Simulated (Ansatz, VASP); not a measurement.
**Ta24Si13N24O26 (amorphous SiO2 against TaN(100), 7.6 A): VASP beside Ansatz**

Aim: how closely do two programs agree when they are given the same cell, functional and k mesh? Of the first pair: The structure shown is the start of the Ansatz relaxation below; VASP solves that cell, so the two are compared at the walk's first step.

Main program and level: Ansatz 0.2.0; plane waves, with VASP 6.6.1 beside it; single point at PBE.

## (1) The structure

The cell holds 87 atoms: 24 Ta, 24 N, 13 Si and 26 O. Cell: a = 8.820 Å, b = 8.820 Å, c = 14.454 Å, α = 90.0°, β = 90.0°, γ = 90.0°. It derives from TaN (3 planes of rocksalt TaN(100)). A slab of 3 planes of rocksalt TaN(100) (starting lattice constant a = 4.41 A), 8.82 x 8.82 A in plane. 39 atoms (13 Si, 26 O) packed at random between the slab and its periodic image at 2.2 g/cm^3 (a layer of 7.6 A) and pushed apart as soft spheres. Langevin MD at fixed cell with the MACE-MP-0b2 small potential (Batatia et al., arXiv:2401.00096), steps of 1.5 fs: 0.63 ps at 3200 K with the crystal held, 3200 to 1100 K in 1.8 ps with the crystal held, 1100 to 300 K in 0.9 ps with its inner planes held; soft walls kept the melt out of the crystal while it was held. Then all atoms and the cell's height relaxed. The structure's axis is c.

Structure file:

```cif
data_structure
_symmetry_space_group_name_H-M 'P 1'
_symmetry_Int_Tables_number 1
_cell_length_a 8.8200
_cell_length_b 8.8200
_cell_length_c 14.4537
_cell_angle_alpha 90.000
_cell_angle_beta 90.000
_cell_angle_gamma 90.000
_cell_volume 1124.39
loop_
_atom_site_label
_atom_site_type_symbol
_atom_site_fract_x
_atom_site_fract_y
_atom_site_fract_z
_atom_site_occupancy
Ta1 Ta 0.00778 0.01690 0.21294 1
Ta2 Ta 0.01109 0.22536 0.06588 1
Ta3 Ta 0.26192 0.00967 0.06429 1
Ta4 Ta 0.25251 0.23902 0.20480 1
Ta5 Ta 0.00464 0.24046 0.36252 1
Ta6 Ta 0.24609 0.00083 0.36403 1
Ta7 Ta 0.00585 0.50957 0.20833 1
Ta8 Ta 0.99878 0.73586 0.06551 1
Ta9 Ta 0.23274 0.51090 0.06517 1
Ta10 Ta 0.24717 0.72966 0.20814 1
Ta11 Ta 0.00918 0.73571 0.35161 1
Ta12 Ta 0.25266 0.50916 0.37310 1
Ta13 Ta 0.50539 0.00949 0.21041 1
Ta14 Ta 0.51382 0.24000 0.07600 1
Ta15 Ta 0.75368 0.99927 0.06062 1
Ta16 Ta 0.75128 0.23591 0.20753 1
Ta17 Ta 0.50241 0.23741 0.37746 1
Ta18 Ta 0.75944 0.01954 0.35035 1
Ta19 Ta 0.50924 0.50878 0.21656 1
Ta20 Ta 0.50566 0.72393 0.05707 1
Ta21 Ta 0.75793 0.50389 0.06882 1
Ta22 Ta 0.75304 0.72730 0.21257 1
Ta23 Ta 0.51536 0.74290 0.36740 1
Ta24 Ta 0.75817 0.51474 0.37459 1
N25 N 0.25693 0.98236 0.21434 1
N26 N 0.19132 0.17146 0.97656 1
N27 N 0.00014 0.98607 0.06566 1
N28 N 0.00226 0.26323 0.21267 1
N29 N 0.25423 0.25117 0.36038 1
N30 N 0.00422 0.99244 0.37143 1
N31 N 0.26026 0.48616 0.21582 1
N32 N 0.25358 0.75896 0.05986 1
N33 N 0.99947 0.53050 0.99824 1
N34 N 0.00091 0.76902 0.21056 1
N35 N 0.26187 0.75010 0.35973 1
N36 N 0.00583 0.49752 0.36055 1
N37 N 0.75605 0.97734 0.20760 1
N38 N 0.76265 0.24781 0.05612 1
N39 N 0.50611 0.98543 0.06040 1
N40 N 0.50279 0.25977 0.22270 1
N41 N 0.74765 0.26071 0.36637 1
N42 N 0.50917 0.99587 0.35795 1
N43 N 0.75577 0.48059 0.21843 1
N44 N 0.75126 0.74556 0.06414 1
N45 N 0.49413 0.48563 0.07028 1
N46 N 0.50035 0.75880 0.21309 1
N47 N 0.76486 0.76502 0.35894 1
N48 N 0.50368 0.49324 0.37009 1
Si49 Si 0.69297 0.02647 0.83983 1
Si50 Si 0.52087 0.56300 0.73203 1
Si51 Si 0.20709 0.54033 0.61859 1
Si52 Si 0.03845 0.25796 0.60099 1
Si53 Si 0.29333 0.26591 0.89840 1
Si54 Si 0.35181 0.09485 0.56882 1
Si55 Si 0.04500 0.49724 0.87552 1
Si56 Si 0.12230 0.78590 0.74844 1
Si57 Si 0.62957 0.34500 0.85549 1
Si58 Si 0.86431 0.97463 0.66538 1
Si59 Si 0.69954 0.71184 0.56394 1
Si60 Si 0.56469 0.64306 0.88726 1
Si61 Si 0.37207 0.02130 0.76964 1
O62 O 0.43232 0.02609 0.66283 1
O63 O 0.27662 0.86611 0.78676 1
O64 O 0.74542 0.20466 0.85285 1
O65 O 0.99615 0.27759 0.49327 1
O66 O 0.28438 0.96927 0.49679 1
O67 O 0.24166 0.52393 0.50864 1
O68 O 0.06925 0.42323 0.64986 1
O69 O 0.00686 0.92337 0.72856 1
O70 O 0.28421 0.17954 0.79816 1
O71 O 0.06607 0.67280 0.83076 1
O72 O 0.36011 0.52226 0.68149 1
O73 O 0.69819 0.49330 0.91301 1
O74 O 0.72239 0.96796 0.73561 1
O75 O 0.77473 0.94046 0.92417 1
O76 O 0.64025 0.65061 0.66404 1
O77 O 0.90022 0.15145 0.64021 1
O78 O 0.46999 0.20647 0.51168 1
O79 O 0.20206 0.17669 0.61087 1
O80 O 0.23364 0.44418 0.89966 1
O81 O 0.78282 0.57245 0.50723 1
O82 O 0.47967 0.29117 0.92120 1
O83 O 0.50861 0.00609 0.84566 1
O84 O 0.82024 0.85800 0.58015 1
O85 O 0.14370 0.70762 0.64747 1
O86 O 0.55598 0.77037 0.50136 1
O87 O 0.58824 0.38874 0.75005 1
```

## (2) Ansatz: relaxation, PBE

Ansatz runs on its default PAW (the set named soft_2) files.

The two programs are compared at the cell with which this relaxation starts, whose forces are those of its first step.

Input file input.yaml:

```yaml
crystal:
  lattice:
    - [8.82, 0.0, 0.0]
    - [0.0, 8.82, 0.0]
    - [0.0, 0.0, 14.45373]
  atoms:
    - { symbol: Ta, position: [0.00778, 0.01691, 0.21294] }
    - { symbol: "N", position: [0.25693, 0.98236, 0.21434] }
    - { symbol: Ta, position: [0.01109, 0.22536, 0.06588] }
    - { symbol: "N", position: [0.19131, 0.17146, 0.97656] }
    - { symbol: Ta, position: [0.26192, 0.00967, 0.06429] }
    - { symbol: "N", position: [0.00014, 0.98607, 0.06566] }
    - { symbol: Ta, position: [0.2525, 0.23903, 0.2048] }
    - { symbol: "N", position: [0.00226, 0.26323, 0.21267] }
    - { symbol: Ta, position: [0.00464, 0.24047, 0.36252] }
    - { symbol: "N", position: [0.25423, 0.25117, 0.36038] }
    - { symbol: Ta, position: [0.24609, 0.00083, 0.36403] }
    - { symbol: "N", position: [0.00422, 0.99244, 0.37143] }
    - { symbol: Ta, position: [0.00585, 0.50957, 0.20833] }
    - { symbol: "N", position: [0.26026, 0.48616, 0.21582] }
    - { symbol: Ta, position: [0.99877, 0.73586, 0.06551] }
    - { symbol: "N", position: [0.25358, 0.75896, 0.05986] }
    - { symbol: Ta, position: [0.23274, 0.5109, 0.06517] }
    - { symbol: "N", position: [0.99947, 0.5305, 0.99824] }
    - { symbol: Ta, position: [0.24716, 0.72966, 0.20814] }
    - { symbol: "N", position: [0.00091, 0.76903, 0.21056] }
    - { symbol: Ta, position: [0.00918, 0.73572, 0.35161] }
    - { symbol: "N", position: [0.26187, 0.7501, 0.35973] }
    - { symbol: Ta, position: [0.25267, 0.50916, 0.3731] }
    - { symbol: "N", position: [0.00583, 0.49752, 0.36055] }
    - { symbol: Ta, position: [0.50539, 0.00949, 0.21041] }
    - { symbol: "N", position: [0.75605, 0.97734, 0.2076] }
    - { symbol: Ta, position: [0.51382, 0.24, 0.076] }
    - { symbol: "N", position: [0.76265, 0.24781, 0.05612] }
    - { symbol: Ta, position: [0.75368, 0.99927, 0.06062] }
    - { symbol: "N", position: [0.50611, 0.98543, 0.0604] }
    - { symbol: Ta, position: [0.75128, 0.23591, 0.20753] }
    - { symbol: "N", position: [0.50279, 0.25977, 0.2227] }
    - { symbol: Ta, position: [0.50242, 0.23741, 0.37746] }
    - { symbol: "N", position: [0.74765, 0.26071, 0.36637] }
    - { symbol: Ta, position: [0.75944, 0.01954, 0.35035] }
    - { symbol: "N", position: [0.50917, 0.99587, 0.35795] }
    - { symbol: Ta, position: [0.50924, 0.50878, 0.21656] }
    - { symbol: "N", position: [0.75577, 0.48059, 0.21843] }
    - { symbol: Ta, position: [0.50566, 0.72393, 0.05707] }
    - { symbol: "N", position: [0.75126, 0.74556, 0.06414] }
    - { symbol: Ta, position: [0.75792, 0.50389, 0.06882] }
    - { symbol: "N", position: [0.49413, 0.48563, 0.07028] }
    - { symbol: Ta, position: [0.75304, 0.7273, 0.21257] }
    - { symbol: "N", position: [0.50035, 0.7588, 0.21309] }
    - { symbol: Ta, position: [0.51536, 0.7429, 0.3674] }
    - { symbol: "N", position: [0.76486, 0.76502, 0.35894] }
    - { symbol: Ta, position: [0.75817, 0.51474, 0.37459] }
    - { symbol: "N", position: [0.50368, 0.49324, 0.37009] }
    - { symbol: Si, position: [0.69297, 0.02647, 0.83983] }
    - { symbol: Si, position: [0.52087, 0.56301, 0.73203] }
    - { symbol: Si, position: [0.20709, 0.54033, 0.61859] }
    - { symbol: Si, position: [0.03845, 0.25796, 0.60099] }
    - { symbol: Si, position: [0.29333, 0.26591, 0.8984] }
    - { symbol: Si, position: [0.35181, 0.09485, 0.56882] }
    - { symbol: Si, position: [0.045, 0.49725, 0.87552] }
    - { symbol: Si, position: [0.1223, 0.7859, 0.74844] }
    - { symbol: Si, position: [0.62957, 0.345, 0.85549] }
    - { symbol: Si, position: [0.86431, 0.97463, 0.66538] }
    - { symbol: Si, position: [0.69954, 0.71184, 0.56394] }
    - { symbol: Si, position: [0.56469, 0.64306, 0.88726] }
    - { symbol: Si, position: [0.37208, 0.0213, 0.76964] }
    - { symbol: O, position: [0.43232, 0.02609, 0.66283] }
    - { symbol: O, position: [0.27662, 0.86611, 0.78676] }
    - { symbol: O, position: [0.74542, 0.20466, 0.85285] }
    - { symbol: O, position: [0.99615, 0.27759, 0.49327] }
    - { symbol: O, position: [0.28438, 0.96927, 0.49679] }
    - { symbol: O, position: [0.24165, 0.52393, 0.50864] }
    - { symbol: O, position: [0.06925, 0.42323, 0.64986] }
    - { symbol: O, position: [0.00686, 0.92337, 0.72856] }
    - { symbol: O, position: [0.28421, 0.17953, 0.79816] }
    - { symbol: O, position: [0.06607, 0.6728, 0.83076] }
    - { symbol: O, position: [0.36011, 0.52226, 0.68149] }
    - { symbol: O, position: [0.69819, 0.4933, 0.91301] }
    - { symbol: O, position: [0.72239, 0.96796, 0.73561] }
    - { symbol: O, position: [0.77473, 0.94047, 0.92417] }
    - { symbol: O, position: [0.64025, 0.65061, 0.66404] }
    - { symbol: O, position: [0.90022, 0.15145, 0.64021] }
    - { symbol: O, position: [0.46999, 0.20647, 0.51168] }
    - { symbol: O, position: [0.20206, 0.17669, 0.61087] }
    - { symbol: O, position: [0.23364, 0.44418, 0.89966] }
    - { symbol: O, position: [0.78282, 0.57245, 0.50723] }
    - { symbol: O, position: [0.47967, 0.29117, 0.9212] }
    - { symbol: O, position: [0.50861, 0.00609, 0.84566] }
    - { symbol: O, position: [0.82024, 0.85801, 0.58015] }
    - { symbol: O, position: [0.1437, 0.70762, 0.64747] }
    - { symbol: O, position: [0.55598, 0.77037, 0.50136] }
    - { symbol: O, position: [0.58824, 0.38874, 0.75005] }
kpoints:
  mp_grid: { grid: [2, 2, 1] }
hamiltonian:
  xc: pbe
scf:
  occupations: { method: fermi_dirac, width: 0.1 }
output:
  forces: true
relax:
  f_tol: 0.08
  max_steps: 90
  cell: { fix: [a, b, alpha, beta, gamma] }
```

The run is started by

```console
> ansatz run input.yaml --threads 4 --pin off --max-ram 8192MiB --backend cpu --events-out ev --progress --plain --runs-dir out
```

Numbers of over 12 decimals in the logs are rounded to 6 here.

Log:

```text
Engine: ansatz 0.2.0, x86_64-unknown-linux-gnu
Pseudopotentials: kind: paw
Pseudopotential: Ta, paw, valence charge 13, recommended cutoff 420 eV (normal), Ta.paw.azcp
Pseudopotential: N, paw, valence charge 5, recommended cutoff 420 eV (normal), N.paw.azcp
Pseudopotential: Si, paw, valence charge 4, recommended cutoff 420 eV (normal), Si.paw.azcp
Pseudopotential: O, paw, valence charge 6, recommended cutoff 420 eV (normal), O.paw.azcp
Functional definition: PBE
  parameter kappa = 0.804
  parameter beta = 0.066725
  exchange = pbe_x(kappa = kappa, mu = beta*pi^2/3)
  correlation = pbe_c(beta = beta)
Crystal: 87 atoms, lattice volume = 1124.390 Å³
Basis set: ecut = 420 eV, 21937 PW (Γ), exchange–correlation on 120×120×200 points (8 copies of the dense FFT grid, shifted against one another)
Bands: 407, of which v1, the nominal top of the filled ones, is band 320 counted from 1 (319 counted from 0)
Symmetry: 1 space group operations
Space group: P1 (ITA 1), of the structure as read, at distance tolerance 1.0e-4 Å
k-points: 4
Non-local potential: Ta, projectors of the file, l = 0: 3, l = 1: 2, l = 2: 2, l = 3: 1
Non-local potential: N, projectors of the file, l = 0: 2, l = 1: 2, l = 2: 1
Non-local potential: Si, projectors of the file, l = 0: 2, l = 1: 2, l = 2: 2
Non-local potential: O, projectors of the file, l = 0: 2, l = 1: 2, l = 2: 1
PAW form: soft (Blöchl's): semilocal exchange-correlation on the pseudo side does not see the compensation charge
PAW one-centre angular grid: Ta, 590 points (default); XC on 64 Gauss nodes
PAW one-centre angular grid: N, 110 points (default); XC on 64 Gauss nodes
PAW one-centre angular grid: Si, 110 points (default); XC on 64 Gauss nodes
PAW one-centre angular grid: O, 110 points (default); XC on 64 Gauss nodes
Initial density: superposition of atomic densities (neutral atoms: chi_scale 0, normalization atom), corrected by the library's trained network
Initial wavefunctions: pseudopotential atomic-orbital guess
Functional: x = pbe(κ = 0.804, μ = 0.219515), c = pbe(β = 0.066725)
SCF iter   1: F=—  HF=-270680.911743 eV  |F-HF|=—  |Δ(HF+E_count)|=         —  Δρ=8.14e-3  dr2=2.45e0  ethr=1.77e-3  ⟨swp⟩=7.0  Hψ=7312  notcnv=0  defer=88
preconditioner: auto → LDOS  [metal: Δε(μ)=0.050 eV  Ē_g=11.073 eV  σ=0.100 eV  W_gap=0.13  n_scr=294 (ndim 8)  ℏωp=23.4 eV  f_vac=0.118  D(μ)=21.97/eV (n_scr^D=132)  β→1.0]
SCF iter   2: F=—  HF=-270680.701418 eV  |F-HF|=—  |Δ(HF+E_count)|=   2.10e-1  Δρ=4.36e-3  dr2=5.82e-1  ethr=3.83e-4  ⟨swp⟩=2.8  Hψ=2724  notcnv=0  defer=127
SCF iter   3: F=—  HF=-270680.636828 eV  |F-HF|=—  |Δ(HF+E_count)|=   6.46e-2  Δρ=1.49e-3  dr2=4.59e-2  ethr=9.10e-5  ⟨swp⟩=2.0  Hψ=2216  notcnv=0  defer=127
SCF iter   4: F=—  HF=-270680.632371 eV  |F-HF|=—  |Δ(HF+E_count)|=   4.46e-3  Δρ=8.46e-4  dr2=9.86e-3  ethr=7.17e-6  ⟨swp⟩=2.0  Hψ=2394  notcnv=0  defer=127
SCF iter   5: F=—  HF=-270680.630861 eV  |F-HF|=—  |Δ(HF+E_count)|=   1.51e-3  Δρ=3.27e-4  dr2=2.08e-3  ethr=1.54e-6  ⟨swp⟩=2.0  Hψ=2362  notcnv=0  defer=127
SCF iter   6: F=—  HF=-270680.630708 eV  |F-HF|=—  |Δ(HF+E_count)|=   1.54e-4  Δρ=1.52e-4  dr2=5.48e-4  ethr=3.25e-7  ⟨swp⟩=2.0  Hψ=2395  notcnv=0  defer=127
SCF iter   7: F=—  HF=-270680.630646 eV  |F-HF|=—  |Δ(HF+E_count)|=   6.14e-5  Δρ=7.36e-5  dr2=1.13e-4  ethr=8.56e-8  ⟨swp⟩=2.0  Hψ=2411  notcnv=0  defer=127
SCF iter   8: F=—  HF=-270680.630646 eV  |F-HF|=—  |Δ(HF+E_count)|=   9.68e-8  Δρ=3.05e-5  dr2=1.67e-5  ethr=1.76e-8  ⟨swp⟩=2.0  Hψ=2391  notcnv=0  defer=127
SCF iter   9: F=—  HF=-270680.628645 eV  |F-HF|=—  |Δ(HF+E_count)|=   2.00e-3  Δρ=1.60e-5  dr2=2.53e-6  ethr=2.61e-9  ⟨swp⟩=2.0  Hψ=2941  notcnv=0  defer=104
SCF iter  10: F=—  HF=-270680.628645 eV  |F-HF|=—  |Δ(HF+E_count)|=   4.04e-7  Δρ=6.46e-6  dr2=3.15e-7  ethr=3.96e-10  ⟨swp⟩=2.0  Hψ=2402  notcnv=0  defer=104
SCF iter  11: F=-270680.628645 eV  HF=-270680.628645 eV  |F-HF|=2.85e-8  |Δ(HF+E_count)|=   1.12e-7  Δρ=2.55e-6  dr2=5.39e-8  ethr=1.56e-11  ⟨swp⟩=5.0  Hψ=5719  notcnv=0
[...]
P = ⅓ Tr σ = -4.7174 GPa (-47.174 kbar)
--- Relaxed structure (15 steps of the walk, 12 accepted, 2 SCFs on fresh bases) ---
  F+E_penalty+E_count = -270683.36859253 eV   max|allowed force component| = 2.737e-2 eV/Å   (the final SCF, on the basis selected at the relaxed cell)
  cell:  # Å, volume = 1135.2186 Å³
    - [8.82, 0, 0]
    - [0, 8.82, 0]
    - [0, 0, 14.592924]
  atoms:
    - { symbol: Ta, position: [0.00626953, 1.7728659833439884e-5, 0.222455] }
    - { symbol: N, position: [0.254962, 0.994773, 0.211875] }
    - { symbol: Ta, position: [0.015530, 0.252601, 0.059077] }
    - { symbol: N, position: [0.182910, 0.163666, 0.968431] }
    - { symbol: Ta, position: [0.256037, 0.012601, 0.062927] }
    - { symbol: N, position: [-0.00140608, 0.990715, 0.074823] }
    - { symbol: Ta, position: [0.253357, 0.251595, 0.201022] }
    - { symbol: N, position: [0.00118247, 0.246192, 0.209634] }
    - { symbol: Ta, position: [0.00553845, 0.236339, 0.365150] }
    - { symbol: N, position: [0.251930, 0.248797, 0.357954] }
    - { symbol: Ta, position: [0.244379, -0.000536905, 0.366071] }
    - { symbol: N, position: [0.000766276, 0.995018, 0.388200] }
    - { symbol: Ta, position: [0.0062182, 0.494248, 0.204380] }
    - { symbol: N, position: [0.259309, 0.495797, 0.218320] }
    - { symbol: Ta, position: [1.006052, 0.728033, 0.067010] }
    - { symbol: N, position: [0.249087, 0.758075, 0.051713] }
    - { symbol: Ta, position: [0.247926, 0.501755, 0.064494] }
    - { symbol: N, position: [1.005692, 0.509802, 0.997672] }
    - { symbol: Ta, position: [0.258395, 0.740263, 0.205460] }
    - { symbol: N, position: [0.00575804, 0.747397, 0.209775] }
    - { symbol: Ta, position: [0.00743977, 0.760776, 0.350586] }
    - { symbol: N, position: [0.257393, 0.747844, 0.360826] }
    - { symbol: Ta, position: [0.266602, 0.503065, 0.375772] }
    - { symbol: N, position: [0.00386714, 0.505268, 0.352461] }
    - { symbol: Ta, position: [0.505667, -0.00474614, 0.206512] }
    - { symbol: N, position: [0.756220, 0.996570, 0.209356] }
    - { symbol: Ta, position: [0.516336, 0.250015, 0.075369] }
    - { symbol: N, position: [0.770326, 0.241880, 0.048509] }
[...]
- { symbol: Ta, position: [0.501439, 0.749453, 0.062997] }
    - { symbol: N, position: [0.754804, 0.739632, 0.056321] }
    - { symbol: Ta, position: [0.770159, 0.493128, 0.062299] }
    - { symbol: N, position: [0.508591, 0.497883, 0.080398] }
    - { symbol: Ta, position: [0.752295, 0.742960, 0.206798] }
    - { symbol: N, position: [0.505975, 0.747669, 0.219405] }
    - { symbol: Ta, position: [0.505350, 0.736728, 0.375042] }
    - { symbol: N, position: [0.758637, 0.753514, 0.358636] }
    - { symbol: Ta, position: [0.744086, 0.506339, 0.375475] }
    - { symbol: N, position: [0.504345, 0.495711, 0.398291] }
    - { symbol: Si, position: [0.695493, 0.031900, 0.837782] }
    - { symbol: Si, position: [0.508853, 0.560696, 0.730867] }
    - { symbol: Si, position: [0.195499, 0.537067, 0.617747] }
    - { symbol: Si, position: [0.041246, 0.253630, 0.598247] }
    - { symbol: Si, position: [0.292184, 0.265002, 0.895810] }
    - { symbol: Si, position: [0.358263, 0.103186, 0.566115] }
    - { symbol: Si, position: [0.052830, 0.487733, 0.874573] }
    - { symbol: Si, position: [0.125770, 0.781096, 0.750611] }
    - { symbol: Si, position: [0.627267, 0.345441, 0.858852] }
    - { symbol: Si, position: [0.868808, 0.964214, 0.666597] }
    - { symbol: Si, position: [0.694804, 0.704290, 0.565262] }
    - { symbol: Si, position: [0.539894, 0.654571, 0.890758] }
    - { symbol: Si, position: [0.376856, 0.024895, 0.764531] }
    - { symbol: O, position: [0.436879, 0.032748, 0.658806] }
    - { symbol: O, position: [0.282765, 0.867458, 0.779976] }
    - { symbol: O, position: [0.747753, 0.211321, 0.847451] }
    - { symbol: O, position: [0.997297, 0.278217, 0.492067] }
    - { symbol: O, position: [0.282617, 0.979860, 0.496483] }
    - { symbol: O, position: [0.230546, 0.521159, 0.509033] }
    - { symbol: O, position: [0.057374, 0.419846, 0.647940] }
    - { symbol: O, position: [0.00581051, 0.915637, 0.734105] }
    - { symbol: O, position: [0.291433, 0.184311, 0.794748] }
    - { symbol: O, position: [0.079036, 0.668501, 0.834553] }
    - { symbol: O, position: [0.350335, 0.519752, 0.679822] }
    - { symbol: O, position: [0.679632, 0.505540, 0.911945] }
    - { symbol: O, position: [0.726911, 0.970248, 0.735876] }
    - { symbol: O, position: [0.774806, 0.952607, 0.924240] }
[...]
- { symbol: O, position: [0.511724, 0.00850628, 0.840546] }
    - { symbol: O, position: [0.820202, 0.843911, 0.584991] }
    - { symbol: O, position: [0.135062, 0.703771, 0.648962] }
    - { symbol: O, position: [0.553736, 0.772189, 0.504559] }
    - { symbol: O, position: [0.573138, 0.389610, 0.756649] }
```

(Part 1 of 3 ends here.)

[Lines on the potential files, build, host, timing and source positions are cut from VASP's logs without a mark.]

[Logs are printed without paths, hosts, clocks, repeated set-up lines and the standing remarks that a program may print on its own settings, such as how far it seeks lower states.]

[Hosts, paths, dates, database ids (printed as entryN), source tags and the programs' standing remarks are cut or masked in the printed files.]
